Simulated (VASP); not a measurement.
These are PBE GGA, VASP's PBE PAW potentials (set 64) (plane waves; VASP) values and carry that method's errors.

VASP ran on this input.

INCAR:
```
PREC  =  Accurate
NELM  =  100   ! most electronic steps
GGA  =  PE   ! PBE
LMAXMIX  =  4   ! l cut-off of mixed one-centre charges
LASPH  =  .True.   ! aspherical one-centre terms
LCHARG  =  .False.
LWAVE  =  .False.
EDIFF  =  1E-6
LREAL  =  .False.
ISIF  =  2   ! forces and stress, cell fixed
ISMEAR  =  1   ! Methfessel-Paxton
ENCUT  =  400   ! plane-wave cut-off (eV)
ALGO  =  Normal
SYSTEM  =  NiSi2
SIGMA  =  0.1
```

File KPOINTS:
```
kpoints
0
Gamma
  9 9 9
0 0 0
```

**POSCAR**
```
NiSi2
1
    0.0000000000     2.7050000000     2.7050000000
    2.7050000000     0.0000000000     2.7050000000
    2.7050000000     2.7050000000     0.0000000000
Si Ni
2 1
Direct
  0.2500000000   0.2500000000   0.2500000000
  0.7500000000   0.7500000000   0.7500000000
  0.0000000000   0.0000000000   0.0000000000
```

POTCAR, in this order: Si Ni (PBE.64 set). Program: vasp_std.

Output

### OSZICAR
```
       N       E                     dE             d eps       ncg     rms          rms(c)
DAV:   1     0.586060483187E+02    0.58606E+02   -0.67452E+03   918   0.113E+03
DAV:   2    -0.162218337899E+02   -0.74828E+02   -0.70762E+02   960   0.225E+02
DAV:   3    -0.193307634165E+02   -0.31089E+01   -0.30424E+01  1160   0.515E+01
DAV:   4    -0.193946320037E+02   -0.63869E-01   -0.63569E-01  1098   0.718E+00
DAV:   5    -0.193964045097E+02   -0.17725E-02   -0.17722E-02  1182   0.120E+00    0.164E+01
DAV:   6    -0.240779440654E+02   -0.46815E+01   -0.53735E+01   990   0.183E+02    0.251E+01
DAV:   7    -0.174755238606E+02    0.66024E+01   -0.16019E+01  1103   0.114E+02    0.400E+00
DAV:   8    -0.174077926665E+02    0.67731E-01   -0.22572E+00  1328   0.257E+01    0.259E+00
DAV:   9    -0.173644117561E+02    0.43381E-01   -0.25995E-01  1127   0.103E+01    0.548E-01
DAV:  10    -0.173638048699E+02    0.60689E-03   -0.73609E-03  1279   0.146E+00    0.278E-01
DAV:  11    -0.173638759681E+02   -0.71098E-04   -0.80594E-04  1153   0.317E-01    0.316E-02
DAV:  12    -0.173639078290E+02   -0.31861E-04   -0.51066E-05  1189   0.119E-01    0.232E-02
DAV:  13    -0.173639091195E+02   -0.12904E-05   -0.28503E-05  1099   0.112E-01    0.875E-03
DAV:  14    -0.173639094176E+02   -0.29818E-06   -0.15954E-06   857   0.112E-02
   1 F= -.17363909E+02 E0= -.17364201E+02  d E =0.873809E-03
```

### OUTCAR
```
------------------------ aborting loop because EDIFF is reached ----------------------------------------
  FORCE on cell =-STRESS in cart. coord.  units (eV):
  Direction    XX          YY          ZZ          XY          YZ          ZX
  --------------------------------------------------------------------------------------
  Total        0.8106215      0.8106215      0.8106215      0.0000000     -0.0000000      0.0000000
  in kB       32.8092947     32.8092947     32.8092947      0.0000000     -0.0000000      0.0000000
  external PRESSURE =      32.8092947 kB  Pullay stress =       0.0000000 kB
  volume of cell :       39.59
      direct lattice vectors                 reciprocal lattice vectors
     0.000000000  2.705000000  2.705000000    -0.184842884  0.184842884  0.184842884
     2.705000000  0.000000000  2.705000000     0.184842884 -0.184842884  0.184842884
     2.705000000  2.705000000  0.000000000     0.184842884  0.184842884 -0.184842884
 POSITION                                       TOTAL-FORCE (eV/Angst)
 -----------------------------------------------------------------------------------
      1.35250      1.35250      1.35250        -0.000000     -0.000000      0.000000
      4.05750      4.05750      4.05750         0.000000      0.000000      0.000000
      0.00000      0.00000      0.00000        -0.000000      0.000000     -0.000000
 -----------------------------------------------------------------------------------
    total drift:                               -0.000000     -0.000000      0.000000
  FREE ENERGIE OF THE ION-ELECTRON SYSTEM (eV)
  ---------------------------------------------------
  free  energy   TOTEN  =       -17.3639094176 eV

  energy  without entropy=      -17.3647832268  energy(sigma->0) =      -17.36420069
```
(Selected blocks of OUTCAR.)

File OUTCAR:
```
 val. band max:       10.3767432249   @ k =   0.3333   0.2222   0.0000

 cond. band min:      10.5026102733   @ k =   0.1111   0.1111   0.0000


 Fermi energy:        10.4635777596

 k-point     1 :       0.0000    0.0000    0.0000
  band No.  band energies     occupation
      1      -3.4099      2.00000
      2       5.2368      2.00000
      3       5.2368      2.00000
      4       5.2368      2.00000
      5       6.9278      2.00000
      6       6.9278      2.00000
      7      10.1063      2.00001
      8      12.1221     -0.00000
      9      12.1221     -0.00000
     10      12.1221     -0.00000
     11      12.7083      0.00000
     12      12.7083      0.00000
     13      12.7083      0.00000

 k-point     2 :       0.1111    0.0000    0.0000
  band No.  band energies     occupation
      1      -3.2273      2.00000
      2       4.8657      2.00000
      3       5.2943      2.00000
      4       5.2943      2.00000
      5       6.8953      2.00000
      6       6.8953      2.00000
      7       9.7186      2.00000
      8      11.0289     -0.00000
      9      11.4000     -0.00000
     10      11.4000     -0.00000
     11      13.3708      0.00000
     12      13.3708      0.00000
     13      14.3241      0.00000

 k-point     3 :       0.2222    0.0000    0.0000
  band No.  band energies     occupation
      1      -2.6850      2.00000
      2       3.8624      2.00000
      3       5.4389      2.00000
      4       5.4389      2.00000
      5       6.8486      2.00000
      6       6.8486      2.00000
      7       8.2859      2.00000
      8      10.5161      0.23241
      9      10.5161      0.23239
     10      11.3698     -0.00000
     11      13.0416      0.00000
     12      13.0416      0.00000
     13      14.0499      0.00000

 k-point     4 :       0.3333    0.0000    0.0000
  band No.  band energies     occupation
      1      -1.8026      2.00000
      2       2.4433      2.00000
      3       5.5844      2.00000
...
```

The compound is NiSi2 in the fluorite structure. The cell was not relaxed at this level. The run is not spin-polarised, so no magnetic state was tried.
